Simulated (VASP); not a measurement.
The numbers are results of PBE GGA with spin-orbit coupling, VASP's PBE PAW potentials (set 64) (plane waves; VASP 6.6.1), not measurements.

VASP input:

File POSCAR:
```
La
1
    3.7609530000     0.0000000000     0.0000000000
   -1.8804760000     3.2570800000     0.0000000000
    0.0000000000     0.0000000000     6.1062600000
La
2
Direct
  0.3274470000   0.6671800000   0.2497200000
  0.6725530000   0.3328200000   0.7502800000
```

KPOINTS:
```
kpoints
0
Gamma
  7 7 4
```

INCAR:
```
# general
SYSTEM        = La
PREC          = Accurate
ENCUT         = 300
LREAL         = F
LASPH         = T

# electronic loop
EDIFF         = 1E-6
NELM          = 100
ALGO          = Normal
LMAXMIX       = 6

# smearing
ISMEAR        = -1
SIGMA         = 0.136

# functional
GGA           = PE
GGA_COMPAT    = F

# spin
MAGMOM        = 0.0 0.0 0.0 0.0 0.0 0.0
LSORBIT       = T
LNONCOLLINEAR = T

# ions
ISIF          = 2

# output
LWAVE         = F
LCHARG        = F
LORBIT        = 11
```

POTCAR, in this order: La (PBE.64 set). Program: vasp_ncl.

The resulting files:

**OSZICAR**
```
       N       E                     dE             d eps       ncg     rms          rms(c)
DAV:   1     0.253182616915E+03    0.25318E+03   -0.54542E+03  5956   0.127E+03
DAV:   2     0.381567921779E+02   -0.21503E+03   -0.21120E+03  8380   0.383E+02
DAV:   3    -0.371350231676E+01   -0.41870E+02   -0.40744E+02  9806   0.211E+02
DAV:   4    -0.921060820211E+01   -0.54971E+01   -0.52757E+01 11464   0.724E+01
DAV:   5    -0.102197007968E+02   -0.10091E+01   -0.97063E+00 11816   0.311E+01    0.348E+00
DAV:   6    -0.103776948964E+02   -0.15799E+00   -0.16307E+00 11768   0.134E+01    0.170E+00
DAV:   7    -0.103998398679E+02   -0.22145E-01   -0.26436E-01 11864   0.618E+00    0.555E-01
DAV:   8    -0.104042021718E+02   -0.43623E-02   -0.43780E-02 11872   0.229E+00    0.175E-01
DAV:   9    -0.104050656389E+02   -0.86347E-03   -0.83322E-03 11744   0.116E+00    0.531E-02
DAV:  10    -0.104052559245E+02   -0.19029E-03   -0.17293E-03 11832   0.437E-01    0.197E-02
DAV:  11    -0.104052927464E+02   -0.36822E-04   -0.32600E-04 11072   0.212E-01    0.110E-02
DAV:  12    -0.104053012931E+02   -0.85466E-05   -0.71164E-05  9440   0.802E-02    0.829E-03
DAV:  13    -0.104053043302E+02   -0.30371E-05   -0.20988E-05  9144   0.459E-02    0.475E-03
DAV:  14    -0.104053055574E+02   -0.12273E-05   -0.75077E-06  8232   0.276E-02    0.228E-03
DAV:  15    -0.104053061264E+02   -0.56895E-06   -0.29496E-06  6488   0.182E-02
   1 F= -.10405306E+02 E0= -.10283733E+02  d E =-.243146E+00  mag=    -0.0000     0.0000     0.0000
```

OUTCAR:
```
------------------------ aborting loop because EDIFF is reached ----------------------------------------
  FORCE on cell =-STRESS in cart. coord.  units (eV):
  Direction    XX          YY          ZZ          XY          YZ          ZX
  --------------------------------------------------------------------------------------
  Total        0.0614086      0.0662355      0.2059626      0.0324739     -0.0000782      0.0004331
  in kB        1.3153399      1.4187299      4.4116129      0.6955749     -0.0016758      0.0092767
  external PRESSURE =       2.3818942 kB  Pullay stress =       0.0000000 kB
  volume of cell :       74.80
      direct lattice vectors                 reciprocal lattice vectors
     3.760953000  0.000000000  0.000000000     0.265890055  0.153511694  0.000000000
    -1.880476000  3.257080000  0.000000000     0.000000000  0.307023469  0.000000000
     0.000000000  0.000000000  6.106260000     0.000000000  0.000000000  0.163766364
 POSITION                                       TOTAL-FORCE (eV/Angst)
 -----------------------------------------------------------------------------------
     -0.02310      2.17306      1.52486         0.003574     -0.000556      0.004537
      1.90358      1.08402      4.58140        -0.003574      0.000556     -0.004537
 -----------------------------------------------------------------------------------
    total drift:                               -0.000000      0.000000     -0.000000
  FREE ENERGIE OF THE ION-ELECTRON SYSTEM (eV)
  ---------------------------------------------------
  free  energy   TOTEN  =       -10.4053061264 eV

  energy  without entropy=      -10.1621601784  energy(sigma->0) =      -10.28373315

 total charge

# of ion       s       p       d       f       tot
--------------------------------------------------
    1        2.071   5.557   0.876   0.088   8.592
    2        2.071   5.557   0.876   0.088   8.592
--------------------------------------------------
tot          4.141  11.114   1.752   0.176  17.183

 magnetization (x)

# of ion       s       p       d       f       tot
--------------------------------------------------
    1       -0.000   0.000  -0.000  -0.000  -0.000
    2       -0.000   0.000  -0.000  -0.000  -0.000
--------------------------------------------------
tot         -0.000   0.000  -0.000  -0.000  -0.000

 magnetization (y)

# of ion       s       p       d       f       tot
--------------------------------------------------
    1        0.000  -0.000   0.000   0.000   0.000
    2        0.000  -0.000   0.000   0.000   0.000
--------------------------------------------------
tot          0.000  -0.000   0.000   0.000   0.000

 magnetization (z)

# of ion       s       p       d       f       tot
--------------------------------------------------
    1        0.000  -0.000   0.000   0.000   0.000
    2        0.000  -0.000   0.000   0.000   0.000
--------------------------------------------------
tot          0.000  -0.000   0.000   0.000   0.000

 Ion:    1  E_soc:     -0.5973511

 Ion:    2  E_soc:     -0.5973511
```
(Selected blocks of OUTCAR.)

OUTCAR:
```
 val. band max:        7.7745383968   @ k =   0.2857   0.1429   0.5000

 cond. band min:       7.7745681765   @ k =   0.2857   0.1429   0.5000


 Fermi energy:         7.7745495850

 k-point     1 :       0.0000    0.0000    0.0000
  band No.  band energies     occupation
      1     -25.0636      1.00000
      2     -25.0636      1.00000
      3     -24.8686      1.00000
      4     -24.8686      1.00000
      5     -10.3674      1.00000
      6     -10.3674      1.00000
      7      -9.7694      1.00000
      8      -9.7694      1.00000
      9      -8.2240      1.00000
     10      -8.2240      1.00000
     11      -7.4879      1.00000
     12      -7.4879      1.00000
     13      -7.2943      1.00000
     14      -7.2942      1.00000
     15      -7.2762      1.00000
     16      -7.2762      1.00000
     17       4.6103      1.00000
     18       4.6103      1.00000
     19       6.0539      1.00000
     20       6.0540      1.00000
     21       8.8841      0.00029
     22       8.8842      0.00029
     23       9.0667      0.00007
     24       9.0738      0.00007
     25       9.1739      0.00003
     26       9.1787      0.00003
     27       9.3571      0.00001
     28       9.3770      0.00001
     29       9.4099      0.00001
     30       9.4399      0.00000

 k-point     2 :       0.1429    0.0000    0.0000
  band No.  band energies     occupation
      1     -25.0323      1.00000
      2     -25.0322      1.00000
      3     -24.8542      1.00000
      4     -24.8542      1.00000
      5     -10.3667      1.00000
      6     -10.3667      1.00000
      7      -9.8562      1.00000
      8      -9.8562      1.00000
      9      -8.2548      1.00000
     10      -8.2548      1.00000
     11      -7.6164      1.00000
     12      -7.6164      1.00000
     13      -7.4710      1.00000
     14      -7.4710      1.00000
     15      -7.3231      1.00000
     16      -7.3231      1.00000
     17       5.1218      1.00000
     18       5.1218      1.00000
...
```

At this cut-off the stress carries a Pulay error, which pulls relaxed volumes low.

The structure was generated: La was put into an ordered model structure, which need not be its known phase. The cell was not relaxed at this level, atoms are displaced from their ideal sites. The run is one of a series of settings (GGA_COMPAT = .FALSE., LNONCOLLINEAR = .TRUE., LSORBIT = .TRUE., MAGMOM = 0.0 0.0 0.0 0.0 0.0 0.0, program vasp_ncl against the base run), some of them coarse on purpose.
